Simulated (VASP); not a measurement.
Calculation: PBE GGA, VASP's PBE PAW potentials (set 64) (plane waves; VASP).

The input files of a VASP run:

### INCAR
```
! general
SYSTEM  =  BC62
PREC    =  Normal
ENCUT   =  400
LREAL   =  Auto   ! projection in real space or not
LASPH   =  .True.   ! aspherical one-centre terms
ISYM    =  0
NELECT  =  250.0

! electronic loop
EDIFF   =  1E-5   ! SCF stop (eV)
NELM    =  100
NELMIN  =  4
ALGO    =  Fast   ! Davidson, then RMM-DIIS

! smearing
ISMEAR  =  0   ! Gaussian
SIGMA   =  0.05   ! width (eV)

! functional
GGA     =  PE   ! PBE

! ions
IBRION  =  2   ! conjugate gradients
NSW     =  70   ! most ionic steps
ISIF    =  2   ! forces and stress, cell fixed
EDIFFG  =  -0.03

! output
LWAVE   =  .True.
LCHARG  =  .False.
```

File POSCAR:
```
BC62
1
    7.1465551589    -0.0000000000    -0.0000000000
   -0.0000000000     7.1465551589     0.0000000000
    0.0000000000     0.0000000000     7.1465551589
C B
62 1
Direct
  0.5000000000   0.0000000000   0.0000000000
  0.6308680000   0.1248380000   0.1265660000
  0.7537270000   0.2502580000  -0.0028480000
  0.8706230000   0.3691230000   0.1283420000
  0.7491770000  -0.0047900000   0.2553260000
  0.8718330000   0.1237980000   0.3721420000
  0.0000000000   0.0000000000   0.0000000000
  0.1250000000   0.1250000000   0.1250000000
  0.2500000000   0.2500000000   0.0000000000
  0.3815030000   0.3814510000   0.1206320000
  0.4933320000   0.4958590000   0.0028010000
  0.6289180000   0.6183130000   0.1260890000
  0.7500000000   0.7500000000   0.0000000000
  0.8750000000   0.8750000000   0.1250000000
  0.2500000000   0.0000000000   0.2500000000
  0.3745720000   0.1317490000   0.3735830000
  0.5043980000   0.2506510000   0.2537970000
  0.7497890000   0.4933990000   0.2442040000
  0.8695540000   0.6215130000   0.3815170000
  0.5018470000   0.0044390000   0.5009260000
  0.6268970000   0.1293720000   0.6309810000
  0.7557840000   0.2545530000   0.4943120000
  0.8730520000   0.3684890000   0.6256500000
  0.7500000000   0.0000000000   0.7500000000
  0.8750000000   0.1250000000   0.8750000000
  0.0000000000   0.5000000000   0.0000000000
  0.1250000000   0.6250000000   0.1250000000
  0.2500000000   0.7500000000   0.0000000000
  0.3750000000   0.8750000000   0.1250000000
  0.0000000000   0.2500000000   0.2500000000
  0.1250000000   0.3750000000   0.3750000000
  0.2549060000   0.5002070000   0.2492520000
  0.3792120000   0.6182770000   0.3760180000
  0.4987580000   0.7568000000   0.2542250000
  0.6250000000   0.8750000000   0.3750000000
  0.0000000000   0.0000000000   0.5000000000
  0.1250000000   0.1250000000   0.6250000000
  0.2555870000   0.2476210000   0.4941510000
  0.3753750000   0.3772550000   0.6305090000
  0.6279440000   0.6278250000   0.6287470000
  0.7566490000   0.7482300000   0.4941560000
  0.8750000000   0.8750000000   0.6250000000
  0.2500000000   0.0000000000   0.7500000000
  0.3750000000   0.1250000000   0.8750000000
  0.4963850000   0.2441840000   0.7543140000
  0.6250000000   0.3750000000   0.8750000000
  0.7543490000   0.5012530000   0.7558130000
  0.8750000000   0.6250000000   0.8750000000
  0.0000000000   0.7500000000   0.2500000000
  0.1250000000   0.8750000000   0.3750000000
  0.0000000000   0.5000000000   0.5000000000
  0.1250000000   0.6250000000   0.6250000000
  0.2500000000   0.7500000000   0.5000000000
  0.3750000000   0.8750000000   0.6250000000
  0.0000000000   0.2500000000   0.7500000000
  0.1250000000   0.3750000000   0.8750000000
  0.2500000000   0.5000000000   0.7500000000
  0.3750000000   0.6250000000   0.8750000000
  0.5000000000   0.7500000000   0.7500000000
  0.6250000000   0.8750000000   0.8750000000
  0.0000000000   0.7500000000   0.7500000000
  0.1250000000   0.8750000000   0.8750000000
  0.5065200000   0.5037840000   0.5036320000
```

File KPOINTS:
```
K-points
0
gamma
 1 1 1
0 0 0
```

POTCAR, in this order: C B (PBE.64 set). Program: vasp_gam.

At this cut-off the stress carries a Pulay error, which pulls relaxed volumes low. The cell is charged, with a uniform compensating background. The supercell is sampled at Γ alone, which is coarse: total energies, pressure and levels can be off, energies of defects by several tenths of an eV.

Q: Estimate the energy per atom (σ→0).

A: 
```
Property                       Result
---------------------  --------------
energy per atom (σ→0)  -9.081 eV/atom
```

### OSZICAR
```
...
RMM:   4    -0.572084272571E+03   -0.53412E-05   -0.86247E-05   314   0.226E-02
  12 F= -.57208427E+03 E0= -.57208427E+03  d E =-.709337E-03
       N       E                     dE             d eps       ncg     rms          rms(c)
DAV:   1    -0.572084352597E+03   -0.85367E-04   -0.12499E-02   360   0.322E-01    0.202E-02
RMM:   2    -0.572084363083E+03   -0.10486E-04   -0.17620E-04   316   0.380E-02    0.120E-02
RMM:   3    -0.572084363121E+03   -0.38879E-07   -0.27257E-05   202   0.139E-02    0.511E-03
RMM:   4    -0.572084363287E+03   -0.16563E-06   -0.43227E-06   175   0.520E-03
  13 F= -.57208436E+03 E0= -.57208436E+03  d E =-.800053E-03
```

The cell is a supercell with a defect, built from C (diamond): B_C-vac_C, charge +1. The run is not spin-polarised, so no state with unpaired spins was tried.
